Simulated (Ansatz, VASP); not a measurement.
# W8F (W(110)) in two plane-wave programs, part 2 of 2

Aim: how closely do two programs agree when they are given the same cell, functional and k mesh?

VASP 6.6.1 and Ansatz 0.2.0.

So far: The starting structure; VASP: single point, PBE.

## 3. Ansatz: single point, PBE

Level of this step: Ansatz beside VASP: Kohn-Sham DFT, plane waves, PBE (Ansatz).

Ansatz runs on its default PAW (the set named soft_2) files.

The same cell, functional, mesh and smearing now go to Ansatz, which takes its cutoff from its data sets.

input.yaml

```yaml
crystal:
  lattice:
    - [6.3441166964, 0.0, 0.0]
    - [3.1720583482, 4.4859679367, 0.0]
    - [0.0, 0.0, 21.728951905]
  atoms:
    - { symbol: W, position: [0.75, 0.5, 0.34516161] }
    - { symbol: W, position: [0.25, 0.5, 0.34516161] }
    - { symbol: W, position: [0.75, 0.0, 0.34516161] }
    - { symbol: W, position: [0.25, 0.0, 0.34516161] }
    - { symbol: W, position: [0.0, 0.0, 0.4483872] }
    - { symbol: W, position: [0.5, 0.0, 0.4483872] }
    - { symbol: W, position: [0.0, 0.5, 0.4483872] }
    - { symbol: W, position: [0.5, 0.5, 0.4483872] }
    - { symbol: W, position: [0.7514748719, 0.4970502563, 0.5520096363] }
    - { symbol: W, position: [0.2514748719, 0.4970502563, 0.5520096363] }
    - { symbol: W, position: [0.7512185123, 0.9975629753, 0.5524777753] }
    - { symbol: W, position: [0.2512185123, 0.9975629753, 0.5524777753] }
    - { symbol: W, position: [0.0190174912, 0.9619650175, 0.6534159156] }
    - { symbol: W, position: [0.5190174912, 0.9619650175, 0.6534159156] }
    - { symbol: W, position: [0.9935889932, 0.5128220137, 0.651279078] }
    - { symbol: W, position: [0.4935889932, 0.5128220137, 0.651279078] }
    - { symbol: F, position: [0.1471864532, 0.2056270937, 0.7233649365] }
    - { symbol: F, position: [0.6471864532, 0.2056270937, 0.7233649365] }
hamiltonian:
  xc: pbe
  pseudopotentials: { kind: paw }
kpoints:
  mp_grid: { grid: [5, 5, 1] }
scf:
  occupations: { method: methfessel_paxton, width: 0.15 }
  n_extra_bands: 8
efield:
  axis: 3
  dipole_correction: true
  ramp_width: 0.04
output:
  forces: true
  eigenvalues: true
  write_density: true
  write_potential: true
  elf: true
  volumetric_format: npy
```

Command:

```sh
$ ansatz run input.yaml --threads 8 --pin off --max-ram 18432MiB --backend cpu --events-out ev --progress --plain --runs-dir out
```

Numbers of over 12 decimals in the logs are rounded to 6 here.

Output:

```text
scf.n_extra_bands = 8 over 119 filled bands (N_el = 238.0): the run solves 127 bands
Engine: ansatz 0.2.0, aarch64-unknown-linux-gnu
Pseudopotentials: kind: paw
Pseudopotential: W, paw, valence charge 14, recommended cutoff 420 eV (normal), W.paw.azcp
Pseudopotential: F, paw, valence charge 7, recommended cutoff 420 eV (normal), F.paw.azcp
Functional definition: PBE
  parameter kappa = 0.804
  parameter beta = 0.066725
  exchange = pbe_x(kappa = kappa, mu = beta*pi^2/3)
  correlation = pbe_c(beta = beta)
Crystal: 18 atoms, lattice volume = 618.395 Å³
Basis set: ecut = 420 eV, 12081 PW (Γ), exchange–correlation on 90×80×300 points (8 copies of the dense FFT grid, shifted against one another)
Bands: 127, of which v1, the nominal top of the filled ones, is band 119 counted from 1 (118 counted from 0)
Symmetry: 4 space group operations
Space group: Pm (ITA 6), of the structure as read, at distance tolerance 8.5e-5 Å
k-points: 9 of 25 (time reversal used)
Non-local potential: W, projectors of the file, l = 0: 3, l = 1: 2, l = 2: 2, l = 3: 1
Non-local potential: F, projectors of the file, l = 0: 2, l = 1: 2, l = 2: 1
PAW form: soft (Blöchl's): semilocal exchange-correlation on the pseudo side does not see the compensation charge
PAW one-centre angular grid: W, 590 points (default); XC on 64 Gauss nodes
PAW one-centre angular grid: F, 110 points (default); XC on 64 Gauss nodes
Initial density: superposition of atomic densities (neutral atoms: chi_scale 0, normalization atom), corrected by the library's trained network
Initial wavefunctions: pseudopotential atomic-orbital guess
Functional: x = pbe(κ = 0.804, μ = 0.219515), c = pbe(β = 0.066725)
SCF iter   1: F=—  HF=-167764.155691 eV  |F-HF|=—  |Δ(HF+E_count)|=         —  Δρ=7.69e-3  dr2=4.83e0  ethr=1.77e-3  p=0.013 e·Å  D=3.79e-3 V/Å  ΔV_dip=-0.08 eV  dr2_dipole=1.62e0  V_vac-E_F(+/−)=4.97/5.05 eV  ⟨swp⟩=8.7  Hψ=5978  notcnv=0
efield: sawtooth ramp at fractional position 0.0143 (placed from the atoms, in the widest stretch of the axis that holds none; the zero of the levels goes with the place), width 0.0400; the density the first Hamiltonian is built on has a dipole p = 0.013 e·Å; the dipole correction subtracts the counter field D = 3.79e-3 V/Å, which shifts the + side's vacuum level by -0.08 eV against the − side's; the planar-averaged density in the ramp window peaks in size at 1.0e-4 e/Å³
preconditioner: auto → LDOS  [metal: Δε(μ)=0.049 eV  Ē_g=4.264 eV  σ=0.150 eV  W_gap=0.26  n_scr=116 (ndim 8)  ℏωp=15.4 eV  f_vac=0.496  D(μ)=15.65/eV (n_scr^D=98)  β→1.0]
SCF iter   2: F=—  HF=-167764.042170 eV  |F-HF|=—  |Δ(HF+E_count)|=   1.14e-1  S|Δr|=    0.00e0  Δρ=2.49e-3  dr2=6.79e-2  ethr=1.77e-3  p=-0.017 e·Å  D=-5.08e-3 V/Å  ΔV_dip=0.11 eV  dr2_dipole=4.70e-3  V_vac-E_F(+/−)=5.11/5.00 eV  ⟨swp⟩=1.2  Hψ=1433  notcnv=0
SCF iter   3: F=—  HF=-167764.039587 eV  |F-HF|=—  |Δ(HF+E_count)|=   2.58e-3  S|Δr|=    0.00e0  Δρ=1.32e-3  dr2=4.43e-2  ethr=2.85e-5  p=-0.014 e·Å  D=-4.10e-3 V/Å  ΔV_dip=0.09 eV  dr2_dipole=6.24e-3  V_vac-E_F(+/−)=5.08/4.99 eV  ⟨swp⟩=2.8  Hψ=2096  notcnv=0
SCF iter   4: F=—  HF=-167764.035418 eV  |F-HF|=—  |Δ(HF+E_count)|=   4.17e-3  S|Δr|=    0.00e0  Δρ=3.35e-4  dr2=2.19e-3  ethr=1.86e-5  p=-0.014 e·Å  D=-4.19e-3 V/Å  ΔV_dip=0.09 eV  dr2_dipole=1.92e-4  V_vac-E_F(+/−)=5.09/5.00 eV  ⟨swp⟩=3.3  Hψ=2317  notcnv=0
SCF iter   5: F=—  HF=-167764.035072 eV  |F-HF|=—  |Δ(HF+E_count)|=   3.45e-4  S|Δr|=    0.00e0  Δρ=7.14e-5  dr2=4.69e-5  ethr=9.22e-7  p=-0.014 e·Å  D=-4.20e-3 V/Å  ΔV_dip=0.09 eV  dr2_dipole=2.13e-6  V_vac-E_F(+/−)=5.09/5.00 eV  ⟨swp⟩=2.3  Hψ=1872  notcnv=0
SCF iter   6: F=—  HF=-167764.035177 eV  |F-HF|=—  |Δ(HF+E_count)|=   1.05e-4  S|Δr|=    0.00e0  Δρ=2.83e-5  dr2=6.66e-6  ethr=1.97e-8  p=-0.014 e·Å  D=-4.09e-3 V/Å  ΔV_dip=0.09 eV  dr2_dipole=1.84e-8  V_vac-E_F(+/−)=5.09/5.00 eV  ⟨swp⟩=3.3  Hψ=2439  notcnv=0
SCF iter   7: F=—  HF=-167764.035182 eV  |F-HF|=—  |Δ(HF+E_count)|=   4.23e-6  S|Δr|=    0.00e0  Δρ=8.78e-6  dr2=1.07e-6  ethr=2.80e-9  p=-0.014 e·Å  D=-4.02e-3 V/Å  ΔV_dip=0.09 eV  dr2_dipole=1.13e-7  V_vac-E_F(+/−)=5.09/5.00 eV  ⟨swp⟩=2.4  Hψ=2045  notcnv=0
SCF iter   8: F=—  HF=-167764.035182 eV  |F-HF|=—  |Δ(HF+E_count)|=   3.40e-7  S|Δr|=    0.00e0  Δρ=3.24e-6  dr2=1.14e-7  ethr=4.50e-10  p=-0.014 e·Å  D=-3.99e-3 V/Å  ΔV_dip=0.09 eV  dr2_dipole=1.54e-8  V_vac-E_F(+/−)=5.09/5.00 eV  ⟨swp⟩=2.8  Hψ=2178  notcnv=0
SCF iter   9: F=-167764.035182 eV  HF=-167764.035182 eV  |F-HF|=1.34e-8  |Δ(HF+E_count)|=   1.43e-7  S|Δr|=    0.00e0  Δρ=1.11e-6  dr2=2.32e-8  ethr=4.20e-11  p=-0.014 e·Å  D=-3.98e-3 V/Å  ΔV_dip=0.09 eV  dr2_dipole=1.91e-10  V_vac-E_F(+/−)=5.09/5.00 eV  ⟨swp⟩=18.4  Hψ=10579  notcnv=0
SCF 1 converged in 9 iterations: F = -167764.035182 eV  dr2 = 2.32e-8
  greatest PAW one-centre occupation: 1.000 electrons in one spin orbital (limit 2), on the W atom at site 1 (counted from 0), in its partial waves of l = 0
WARN: The output density's exchange-correlation potential varies sharply where the density is thin. Do not read a vacuum level from v_tot or v_xc, or from such a field of the output density. On a cell that repeats whose density bears no net charge and no dipole along the vacuum's axis use v_es (v_loc + v_h of the components); under efield.dipole_correction with no amplitude use v_es + v_field, which holds any externa [...]
SCF converged after 9 iterations
Stability not checked: this state was not tested for a lower state beside it, because cold or Methfessel-Paxton smearing, or corrected tetrahedra, fill the levels in a way that the test cannot read (fill_not_monotonic; see scf.lower_state_search)
Free energy (F): -167764.035182 eV
Harris-Foulkes:  -167764.035182 eV  (|F-HF|=1.34e-8)
Internal energy: -167764.029487 eV  (E = F + TS)
E sigma→0 (E₀):  -167764.033758 eV
Entropy (-TS):   -0.005695 eV (-0.316 meV/atom)
Fermi energy:    6.710735 eV
Dipole field:    D = -0.003969 V/Å  (p = -0.013562 e·Å, saw-weighted, corrected)
Work function:   Φ+ = 5.0848 eV   Φ− = 4.9986 eV
Levels:          The Fermi level and band energies are counted from a zero that moves with the ramp; work functions are not
--- Per-component energies (eV) ---
  E_band       = -4916.989885
  E_kinetic    = 7587.584758
  E_local      = -222103.541620  (includes V_loc(G=0)·N_el)
  E_nonlocal   = 165.279001
  E_hartree    = 107784.818365
  E_xc         = -4415.161551
  E_vxc        = -4004.790852  (∫ρ·V_xc dr)
  E_paw        = -137400.555909  (= ΣΔE_a)
  E_vpaw       = -2130.685522  (= ΣTr[D̂ρ^β])
  E_aug_tail   = 0.003165  (compensation charges beyond the density's cutoff)
  E_efield     = 0.000027  (sawtooth field / dipole correction)
  E_vefield    = -0.442461  (∫n·V_field dr)
  E_ewald      = 80617.544276
  E_smearing   = -0.005695  (= −TS)
  E_closure    = 0.000000  (closes the sum)
  Σ components = -167764.035182   (vs F -167764.035182, Δ=0.00e0)
--- Forces (eV/Å), atoms counted from 1 ---
  atom   1  W      0.00000000    -0.02247557     0.49595304
  atom   2  W      0.00000000    -0.02247557     0.49595304
  atom   3  W      0.00000000     0.04390022     0.50641150
  atom   4  W      0.00000000     0.04390022     0.50641150
  atom   5  W      0.00000000     0.01119640    -0.64079303
  atom   6  W      0.00000000     0.01119640    -0.64079303
  atom   7  W     -0.00000000    -0.03750721    -0.62308311
  atom   8  W     -0.00000000    -0.03750721    -0.62308311
  atom   9  W      0.00000000    -0.01344476    -0.06933748
  atom  10  W      0.00000000    -0.01344476    -0.06933748
  atom  11  W     -0.00000000     0.00598782    -0.04911395
  atom  12  W     -0.00000000     0.00598782    -0.04911395
  atom  13  W     -0.00000000     0.30645796     0.15811457
  atom  14  W     -0.00000000     0.30645796     0.15811457
  atom  15  W     -0.00000000    -0.32977123     0.21644129
  atom  16  W     -0.00000000    -0.32977123     0.21644129
  atom  17  F      0.00000000     0.03565010     0.00540707
  atom  18  F      0.00000000     0.03565010     0.00540707
  max |Σ_I F_I| component: 1.25e-5 eV/Å
--- Band table (eV; the first three rows and the last of 9) ---
  k-point 0: bands = [... 115 lower, 7.3471, 7.3768, 7.4577, 7.4917, 7.6241, 7.8480, 7.8726, 8.0917, ... 4 higher]
  k-point 1: bands = [... 115 lower, 6.5365, 6.7562, 6.9301, 6.9966, 7.2556, 7.4337, 7.4736, 7.6280, ... 4 higher]
  k-point 2: bands = [... 115 lower, 5.9708, 5.9862, 6.1485, 6.3055, 6.3789, 6.6537, 6.7535, 6.8479, ... 4 higher]
  k-point 8: bands = [... 115 lower, 5.5551, 5.7827, 6.2571, 6.5248, 6.6621, 6.8192, 7.2853, 7.3488, ... 4 higher]
```

The job ended after 31 s (8 threads of Arm Neoverse N1, shared host; peak memory 3.1 GiB; 3.9 min of CPU time).

The column dr2 measures how far the density is from self-consistency, as an energy; F and HF (Harris–Foulkes) agree once it is small.

## 4. Comparison

Known differences besides the potentials themselves: the data sets hold 238 valence electrons in Ansatz (default PAW (the set named soft_2) files) and 110 in VASP; the cutoff is 420 eV in Ansatz and 440 eV in VASP (PREC = Normal, projectors in real space). Total energies have different zeros and are not compared.

Compared:

```csv
quantity,Ansatz,VASP,difference
"work function, lower of the two faces (eV)",5.00,5.00,0.00
"work function, higher of the two faces (eV)",5.08,5.12,-0.04
```

Forces on 10 of the 18 atoms, those with the largest forces and the largest differences (eV/Å; atoms numbered as in POSCAR):

| atom | Ansatz x, y, z | VASP x, y, z |
| --- | --- | --- |
| W1 | 0.000, -0.022, 0.496 | 0.000, -0.025, 0.669 |
| W2 | 0.000, -0.022, 0.496 | 0.000, -0.025, 0.669 |
| W3 | 0.000, 0.044, 0.506 | 0.000, 0.046, 0.676 |
| W4 | 0.000, 0.044, 0.506 | 0.000, 0.046, 0.676 |
| W5 | 0.000, 0.011, -0.641 | 0.000, 0.011, -0.673 |
| W6 | 0.000, 0.011, -0.641 | 0.000, 0.011, -0.673 |
| W7 | 0.000, -0.038, -0.623 | 0.000, -0.039, -0.658 |
| W14 | 0.000, 0.306, 0.158 | 0.000, 0.011, -0.008 |
| W15 | 0.000, -0.330, 0.216 | 0.000, 0.014, -0.006 |
| W16 | 0.000, -0.330, 0.216 | 0.000, 0.014, -0.006 |

The forces differ by 114 meV/Å r.m.s., which is 44.4 % of the r.m.s. force of 0.26 eV/Å (both taken over all components, held atoms included). VASP's log warns that it found no field-free region in the vacuum, so its work functions are uncertain.

## 5. What came out

| Quantity | Value |
| --- | --- |
| r.m.s. force difference (single point, PBE) | 44 % of the r.m.s. force |

In words: The r.m.s. force difference is 44 % of the r.m.s. force (single point, PBE), beyond the 3 % picked in this series as the mark of a large difference. What causes the difference of the single point, PBE pair stays open here. 2 further runs of this series are not shown here. Such differences can come from data sets, numerical settings and the points named under the comparisons, not from the functional's error against experiment.

[Lines on the potential files, build, host, timing and source positions are cut from VASP's logs without a mark.]

[Logs are printed without paths, hosts, clocks, repeated set-up lines and the standing remarks that a program may print on its own settings, such as how far it seeks lower states.]

[Hosts, paths, dates, database ids (printed as entryN), source tags and the programs' standing remarks are cut or masked in the printed files.]
